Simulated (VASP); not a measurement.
Calculation: vdW-DF2, VASP's PBE PAW potentials (set 64) (plane waves; VASP).

VASP input:

**KPOINTS**
```
k-points along high-symmetry lines
15
Line-mode
Reciprocal
  0.000000   0.000000   0.000000 ! GAMMA
 -0.500000  -0.500000   0.000000 ! X

 -0.500000  -0.500000   0.000000 ! X
 -0.375000  -0.375000   0.250000 ! U

 -0.375000  -0.000000   0.375000 ! K
  0.000000   0.000000   0.000000 ! GAMMA

  0.000000   0.000000   0.000000 ! GAMMA
 -0.000000  -0.000000   0.500000 ! L

 -0.000000  -0.000000   0.500000 ! L
 -0.500000  -0.250000   0.250000 ! W

 -0.500000  -0.250000   0.250000 ! W
 -0.500000  -0.500000   0.000000 ! X
```

INCAR:
```
AGGAC  =  0.0
ALGO  =  Normal
EDIFF  =  1E-7
ENCUT  =  520
GGA  =  ML
ICHARG  =  11
ISMEAR  =  0
LASPH  =  T
LCHARG  =  F
LORBIT  =  11
LREAL  =  F
LUSE_VDW  =  T
LWAVE  =  F
NELM  =  100
PREC  =  Accurate
SIGMA  =  0.05
SYSTEM  =  AlN
ZAB_VDW  =  -1.8867
```

File POSCAR:
```
AlN
1
    0.0000000000     2.2202507336     2.2202507336
    2.2202507336     0.0000000000     2.2202507336
    2.2202507336     2.2202507336     0.0000000000
Al N
1 1
Direct
  0.0000000000   0.0000000000   0.0000000000
  0.2500000000   0.2500000000   0.2500000000
```

POTCAR, in this order: Al N (PBE.64 set). Program: vasp_std. Read from the step before: CHGCAR.

Output

OUTCAR:
```
 ion  position               nearest neighbor table
   1  0.000  0.000  0.000-   2 1.92   2 1.92   2 1.92   2 1.92
   2  0.250  0.250  0.250-   1 1.92   1 1.92   1 1.92   1 1.92
  LATTYP: Found a face centered cubic cell.
 ALAT       =     4.4405014672
 Subroutine PRICEL returns:
 Original cell was already a primitive cell.
 Subroutine GETGRP returns: Found 24 space group operations
The static configuration has the point symmetry T_d .
The dynamic configuration has the point symmetry T_d .
 Subroutine INISYM returns: Found 24 space group operations
   k-points           NKPTS =     90   k-points in BZ     NKDIM =     90   number of bands    NBANDS=      8
   number of dos      NEDOS =    301   number of ions     NIONS =      2
   total plane-waves  NPLWV =  13824
   dimension x,y,z NGX =    24 NGY =   24 NGZ =   24
   dimension x,y,z NGXF=    48 NGYF=   48 NGZF=   48
   ions per type =               1   1
   PREC   = accura    normal or accurate (medium, high low for compatibility)
   ISTART =      0    job   : 0-new  1-cont  2-samecut
   ICHARG =     11    charge: 1-file 2-atom 10-const
   ISPIN  =      1    spin polarized calculation?
   LNONCOLLINEAR =      F non collinear calculations
   LSORBIT =      F    spin-orbit coupling
   INIWAV =      1    electr: 0-lowe 1-rand  2-diag
   ENCUT  =  520.0 eV  38.22 Ry    6.18 a.u.   5.84  5.84  5.84*2*pi/ulx,y,z
   NELM   =    100;   NELMIN=  2; NELMDL= -5     # of ELM steps
   EDIFF  = 0.1E-06   stopping-criterion for ELM
   LREAL  =      F    real-space projection
   NLSPLINE    = F    spline interpolate recip. space projectors
   LMAXMIX     =    2 max onsite mixed and CHGCAR
   VOSKOWN=      0    Vosko Wilk Nusair interpolation
   EDIFFG = 0.1E-05   stopping-criterion for IOM
   NSW    =      0    number of steps for IOM
   NBLOCK =      1;   KBLOCK =      1    inner block; outer block
   IBRION =     -1    ionic relax: 0-MD 1-quasi-New 2-CG
   NFREE  =      0    steps in history (QN), initial steepest desc. (CG)
   ISIF   =      2    stress and relaxation
   ISYM   =      2    0-nonsym 1-usesym 2-fastsym
   TEIN   =    0.0    initial temperature
   TEBEG  =    0.0;   TEEND  =   0.0 temperature during run
   SMASS  =  -3.00    Nose mass-parameter (am)
   PSTRESS=    0.0 pullay stress
   NELECT =       8.0000    total number of electrons
   EFERMI =   0.00;   METHOD = LEGACY
   ISMEAR =     0;   SIGMA  =   0.05  broadening in eV -4-tet -1-fermi 0-gaus
   IALGO  =     38    algorithm
   LDIAG  =      T    sub-space diagonalisation (order eigenvalues)
   IMIX   =      4    mixing-type and parameters
     AMIX     =   0.40;   BMIX     =  1.00
     AMIX_MAG =   1.60;   BMIX_MAG =  1.00
     AMIN     =   0.10
   GGA     = ML    functional components
   VOSKOWN =     0    Vosko Wilk Nusair interpolation
   LHFCALC =     F    Hartree Fock is set to
   LHFONE  =     F    Hartree Fock one center treatment
   AEXX    =    0.0000 exact exchange contribution
   LUSE_VDW   =     T    switch on vdW DFT
   IVDW    =     0    specifies the selected vdW correction
   LEPSILON=     F    determine dielectric tensor
   LRPA    =     F    only Hartree local field effects (RPA)
  energy-cutoff  :      520.00
  volume of cell :       21.89
      direct lattice vectors                 reciprocal lattice vectors
     0.000000000  2.220250734  2.220250734    -0.225199790  0.225199790  0.225199790
     2.220250734  0.000000000  2.220250734     0.225199790 -0.225199790  0.225199790
     2.220250734  2.220250734  0.000000000     0.225199790  0.225199790 -0.225199790
 k-point     1 :   0.0000 0.0000 0.0000  plane waves:     609
 k-point     2 :  -0.0357-0.0357 0.0000  plane waves:     589
 k-point     3 :  -0.0714-0.0714 0.0000  plane waves:     585
 k-point     4 :  -0.1071-0.1071 0.0000  plane waves:     577
 k-point     5 :  -0.1429-0.1429 0.0000  plane waves:     580
 k-point     6 :  -0.1786-0.1786 0.0000  plane waves:     584
 k-point     7 :  -0.2143-0.2143 0.0000  plane waves:     576
 k-point     8 :  -0.2500-0.2500 0.0000  plane waves:     576
 k-point     9 :  -0.2857-0.2857 0.0000  plane waves:     584
...
```

File OSZICAR:
```
       N       E                     dE             d eps       ncg     rms          rms(c)
DAV:   1     0.151474657217E+02    0.15147E+02   -0.39353E+03  1472   0.820E+02
DAV:   2    -0.102593832860E+02   -0.25407E+02   -0.23833E+02  2056   0.128E+02
DAV:   3    -0.107276128643E+02   -0.46823E+00   -0.46823E+00  1608   0.236E+01
DAV:   4    -0.107298216254E+02   -0.22088E-02   -0.22088E-02  2192   0.149E+00
DAV:   5    -0.107298297254E+02   -0.81000E-05   -0.81000E-05  1656   0.656E-02
DAV:   6    -0.107298298452E+02   -0.11982E-06   -0.11982E-06  2176   0.605E-03
DAV:   7    -0.107298298478E+02   -0.25434E-08   -0.25435E-08  1672   0.693E-04
   1 F= -.10729830E+02 E0= -.10729830E+02  d E =-.979156E-11
```

**OUTCAR**
```
 val. band max:        5.5630697074   @ k =   0.0000   0.0000   0.0000

 cond. band min:       9.3608304906   @ k =  -0.5000  -0.5000   0.0000



 k-point     1 :       0.0000    0.0000    0.0000
  band No.  band energies     occupation
      1      -9.0260      2.00000
      2       5.5631      2.00000
      3       5.5631      2.00000
      4       5.5631      2.00000
      5       9.6569      0.00000
      6      17.7377      0.00000
      7      17.7377      0.00000
      8      17.7377      0.00000

 k-point     2 :      -0.0357   -0.0357    0.0000
  band No.  band energies     occupation
      1      -9.0026      2.00000
      2       5.4476      2.00000
      3       5.5371      2.00000
      4       5.5371      2.00000
      5       9.7851      0.00000
      6      17.6483      0.00000
      7      17.7732      0.00000
      8      17.7732      0.00000

 k-point     3 :      -0.0714   -0.0714    0.0000
  band No.  band energies     occupation
      1      -8.9333      2.00000
      2       5.1411      2.00000
      3       5.4616      2.00000
      4       5.4616      2.00000
      5      10.1248      0.00000
      6      17.3977      0.00000
      7      17.8773      0.00000
      8      17.8773      0.00000

 k-point     4 :      -0.1071   -0.1071    0.0000
  band No.  band energies     occupation
      1      -8.8193      2.00000
      2       4.7203      2.00000
      3       5.3429      2.00000
      4       5.3429      2.00000
      5      10.5830      0.00000
      6      17.0287      0.00000
      7      18.0438      0.00000
      8      18.0438      0.00000

 k-point     5 :      -0.1429   -0.1429    0.0000
  band No.  band energies     occupation
      1      -8.6634      2.00000
      2       4.2467      2.00000
      3       5.1905      2.00000
      4       5.1905      2.00000
      5      11.0650      0.00000
      6      16.5932      0.00000
      7      18.2640      0.00000
      8      18.2640      0.00000
...
```

The density is held fixed in this step, so its total energy and stress have no physical meaning.

The compound is AlN in the zinc blende structure, a metastable form; wurtzite is the usual one. It was relaxed first.
